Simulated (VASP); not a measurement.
```
CELL_PARAMETERS angstrom
      3.69273     0.00000     0.00000
     -1.84636     3.19800     0.00000
      0.00000     0.00000     6.36324
ATOMIC_POSITIONS crystal
  Ti 0.00000 0.00000 0.00000
  Te 0.66667 0.33333 0.27207
  Te 0.33333 0.66667 0.72793
```

Computed with PBE GGA with D3 dispersion (Becke-Johnson damping) with spin-orbit coupling, VASP's PBE PAW potentials (set 64) (plane waves; VASP 6.6.1). Settings: 400 eV cut-off, 9×9×5 Γ-centred mesh, Gaussian smearing of 0.050 eV, potentials Ti_sv Te.

### Question
The job: TiTe$_{2}$ (space group P-3m1), 3 atoms, PBE-D3(BJ)+SOC, static run, 400 eV, 9×9×5 Γ-centred mesh. Roughly how much core time does it take on a busy server core?

### Answer
About 7 core-minutes (one run on a shared machine, a rough figure). It had 50 irreducible k-points, 32 bands, up to 2784 plane waves and 18 electronic steps.

The structure comes from a measured TiTe2 entry (P-3m1) of the Crystallography Open Database, whose conditions weren't checked. It was relaxed first, which changed the volume by -6 %.
